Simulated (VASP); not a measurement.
```
CdSe
1.0
    0.00000     3.06225     3.06225
    3.06225     0.00000     3.06225
    3.06225     3.06225     0.00000
Cd Se
1 1
Direct
  0.00000   0.00000   0.00000
  0.25000   0.25000   0.25000
```

The numbers are results of PBE GGA with D4 dispersion, VASP's PBE PAW potentials (set 64) (plane waves; VASP 6.6.1), not measurements. Settings: 520 eV cut-off, 8×8×8 Γ-centred mesh, tetrahedra with Blöchl corrections, potentials Cd Se.

**Question.** The job: CdSe (zinc blende), 2 atoms, PBE-D4, static run, 520 eV, 8×8×8 Γ-centred mesh. Roughly how much core time does it take on a busy server core?

**Answer.** About 9 core-seconds (one run on a shared machine, a rough figure). It had 29 irreducible k-points, 13 bands, up to 1572 plane waves and 14 electronic steps.

The compound is CdSe in the zinc blende structure, whereas wurtzite is the usual form. It was relaxed first.
